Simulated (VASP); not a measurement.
Level of theory: vdW-DF2, VASP's PBE PAW potentials (set 64) (plane waves; VASP).

A VASP calculation is set up with these files.

### INCAR
```
AGGAC  =  0.0
ALGO  =  Normal
EDIFF  =  1E-6
EDIFFG  =  -0.02
ENCUT  =  520
GGA  =  ML
IBRION  =  2
ISIF  =  3
ISMEAR  =  0
LASPH  =  T
LCHARG  =  F
LMAXMIX  =  4
LREAL  =  F
LUSE_VDW  =  T
LWAVE  =  F
NELM  =  100
NSW  =  60
PREC  =  Accurate
SIGMA  =  0.05
SYSTEM  =  ZnS
ZAB_VDW  =  -1.8867
```

**KPOINTS**
```
Automatic
0
gamma
6 6 4
0 0 0
```

**POSCAR**
```
ZnS
1
    1.8920628452    -3.2771489377     0.0000000000
    1.8920628452     3.2771489377     0.0000000000
    0.0000000000     0.0000000000     6.1960444571
Zn S
2 2
Direct
  0.6666670000   0.3333330000   0.5001341469
  0.3333330000   0.6666670000   0.0001341469
  0.6666670000   0.3333330000   0.8748658531
  0.3333330000   0.6666670000   0.3748658531
```

POTCAR, in this order: Zn S (PBE.64 set). Program: vasp_std.

Output

File OSZICAR:
```
       N       E                     dE             d eps       ncg     rms          rms(c)
DAV:   1     0.252563948259E+03    0.25256E+03   -0.17680E+04   924   0.198E+03
DAV:   2     0.187648074989E+02   -0.23380E+03   -0.22724E+03   966   0.383E+02
DAV:   3    -0.391098242045E+01   -0.22676E+02   -0.22546E+02  1122   0.123E+02
DAV:   4    -0.440870013270E+01   -0.49772E+00   -0.49727E+00  1074   0.189E+01
DAV:   5    -0.441868251986E+01   -0.99824E-02   -0.99812E-02  1118   0.254E+00    0.970E+00
DAV:   6    -0.322405009414E+01    0.11946E+01   -0.26514E+00  1488   0.458E+01    0.781E+00
DAV:   7    -0.327053296409E+01   -0.46483E-01   -0.25682E+00   984   0.892E+00    0.434E+00
DAV:   8    -0.325048888305E+01    0.20044E-01   -0.19475E-01  1278   0.538E+00    0.155E+00
DAV:   9    -0.324868374522E+01    0.18051E-02   -0.25231E-02  1254   0.275E+00    0.283E-01
DAV:  10    -0.324867725089E+01    0.64943E-05   -0.38318E-03  1104   0.404E-01    0.945E-02
DAV:  11    -0.324872957700E+01   -0.52326E-04   -0.10836E-04  1092   0.865E-02    0.468E-02
DAV:  12    -0.324875731396E+01   -0.27737E-04   -0.54774E-05  1044   0.741E-02    0.368E-03
DAV:  13    -0.324875728907E+01    0.24892E-07   -0.13932E-06   920   0.101E-02
   1 F= -.32487573E+01 E0= -.32487573E+01  d E =-.324876E+01
       N       E                     dE             d eps       ncg     rms          rms(c)
DAV:   1    -0.115942893088E+02   -0.83455E+01   -0.13893E+02  1062   0.240E+02    0.208E+01
DAV:   2    -0.483044128180E+01    0.67638E+01   -0.20450E+01  1050   0.946E+01    0.859E+00
DAV:   3    -0.380128926227E+01    0.10292E+01   -0.23243E+00  1218   0.195E+01    0.479E+00
DAV:   4    -0.351785249944E+01    0.28344E+00   -0.28566E-01   942   0.484E+00    0.130E+00
DAV:   5    -0.348336045957E+01    0.34492E-01   -0.19621E-02  1128   0.365E+00    0.299E-01
DAV:   6    -0.348342457707E+01   -0.64118E-04   -0.13487E-02   972   0.894E-01    0.165E-01
DAV:   7    -0.348332321612E+01    0.10136E-03   -0.75556E-04  1218   0.282E-01    0.122E-01
DAV:   8    -0.348330428424E+01    0.18932E-04   -0.14319E-04  1228   0.253E-01    0.367E-02
DAV:   9    -0.348330105652E+01    0.32277E-05   -0.34366E-05  1112   0.428E-02    0.193E-02
DAV:  10    -0.348329937360E+01    0.16829E-05   -0.13119E-05  1230   0.669E-02    0.516E-03
DAV:  11    -0.348329952805E+01   -0.15445E-06   -0.19224E-06   598   0.116E-02
   2 F= -.34832995E+01 E0= -.34832995E+01  d E =-.234542E+00
       N       E                     dE             d eps       ncg     rms          rms(c)
DAV:   1    -0.403903270389E+01   -0.55573E+00   -0.76777E+00  1080   0.446E+01    0.547E+00
DAV:   2    -0.356842352366E+01    0.47061E+00   -0.21290E+00  1050   0.376E+01    0.196E+00
DAV:   3    -0.351957070395E+01    0.48853E-01   -0.11484E-01  1008   0.313E+00    0.952E-01
DAV:   4    -0.350781861215E+01    0.11752E-01   -0.81183E-03  1222   0.985E-01    0.622E-01
DAV:   5    -0.350410343325E+01    0.37152E-02   -0.30091E-03  1486   0.102E+00    0.754E-02
DAV:   6    -0.350413643610E+01   -0.33003E-04   -0.14699E-03   996   0.468E-01    0.585E-02
DAV:   7    -0.350412472010E+01    0.11716E-04   -0.41577E-04   984   0.133E-01    0.546E-02
DAV:   8    -0.350411403914E+01    0.10681E-04   -0.62464E-05  1020   0.710E-02    0.941E-03
DAV:   9    -0.350411393050E+01    0.10864E-06   -0.12650E-06   816   0.909E-03
   3 F= -.35041139E+01 E0= -.35041139E+01  d E =-.255357E+00
```

### OUTCAR
```
------------------------ aborting loop because EDIFF is reached ----------------------------------------
  FORCE on cell =-STRESS in cart. coord.  units (eV):
  Direction    XX          YY          ZZ          XY          YZ          ZX
  --------------------------------------------------------------------------------------
  Total        0.0147534      0.0147534      0.0695981     -0.0000000      0.0000000     -0.0000000
  in kB        0.2729590      0.2729590      1.2876672     -0.0000000      0.0000000     -0.0000000
  external PRESSURE =       0.6111951 kB  Pullay stress =       0.0000000 kB
  volume of cell :       86.60
      direct lattice vectors                 reciprocal lattice vectors
     1.967382854 -3.407607015  0.000000000     0.254144738 -0.146730535 -0.000000000
     1.967382854  3.407607015 -0.000000000     0.254144738  0.146730535  0.000000000
     0.000000000 -0.000000000  6.458559773     0.000000000  0.000000000  0.154833281
  FREE ENERGIE OF THE ION-ELECTRON SYSTEM (eV)
  ---------------------------------------------------
  free  energy   TOTEN  =        -3.5041139305 eV

  energy  without entropy=       -3.5041139305  energy(sigma->0) =       -3.50411393

 reached required accuracy - stopping structural energy minimisation
```
(Selected blocks of OUTCAR.)

File CONTCAR:
```
ZnS
   1.00000000000000
     1.9673828541803546   -3.4076070151482893    0.0000000000000000
     1.9673828541803546    3.4076070151482893   -0.0000000000000000
     0.0000000000000000   -0.0000000000000000    6.4585597727256001
  Zn              S
     2     2
Direct
     0.6666669999999968    0.3333330000000032    0.5003106820649716
     0.3333330000000032    0.6666669999999968    0.0003106820649716
     0.6666669999999968    0.3333330000000032    0.8746893179350284
     0.3333330000000032    0.6666669999999968    0.3746893179350284
```

File OUTCAR:
```
 val. band max:        1.2335007857   @ k =   0.0000   0.0000   0.0000

 cond. band min:       2.8251003515   @ k =   0.0000   0.0000   0.0000


 Fermi energy:         1.4433651783

 k-point     1 :       0.0000    0.0000    0.0000
  band No.  band energies     occupation
      1     -11.3349      2.00000
      2     -10.5853      2.00000
      3      -4.9306      2.00000
      4      -4.9206      2.00000
      5      -4.9206      2.00000
      6      -4.8549      2.00000
      7      -4.8549      2.00000
      8      -4.5932      2.00000
      9      -4.5932      2.00000
     10      -4.5374      2.00000
     11      -4.5374      2.00000
     12      -4.4043      2.00000
     13      -3.4598      2.00000
     14       0.4945      2.00000
     15       0.4945      2.00000
     16       1.1616      2.00000
     17       1.2335      2.00000
     18       1.2335      2.00000
     19       2.8251      0.00000
     20       4.0783      0.00000
     21       7.6209      0.00000
     22       7.6209      0.00000

 k-point     2 :       0.1667    0.0000    0.0000
  band No.  band energies     occupation
      1     -11.1840      2.00000
      2     -10.5054      2.00000
      3      -4.9184      2.00000
      4      -4.8999      2.00000
      5      -4.8938      2.00000
      6      -4.8303      2.00000
      7      -4.8154      2.00000
      8      -4.6094      2.00000
      9      -4.5924      2.00000
     10      -4.5737      2.00000
     11      -4.5317      2.00000
     12      -4.3689      2.00000
     13      -3.2577      2.00000
     14      -0.5875      2.00000
     15      -0.0608      2.00000
     16       0.1669      2.00000
     17       0.9626      2.00000
     18       1.0471      2.00000
     19       4.0004      0.00000
     20       4.9982      0.00000
     21       7.0158      0.00000
     22       8.0229      0.00000

 k-point     3 :       0.3333    0.0000    0.0000
  band No.  band energies     occupation
      1     -10.8284      2.00000
...
```

Energy and stress use the plane-wave basis of the starting cell.

The compound is ZnS in the wurtzite structure, the high-temperature form. This run relaxes it. Symmetry was kept, so distortions that lower it aren't found.
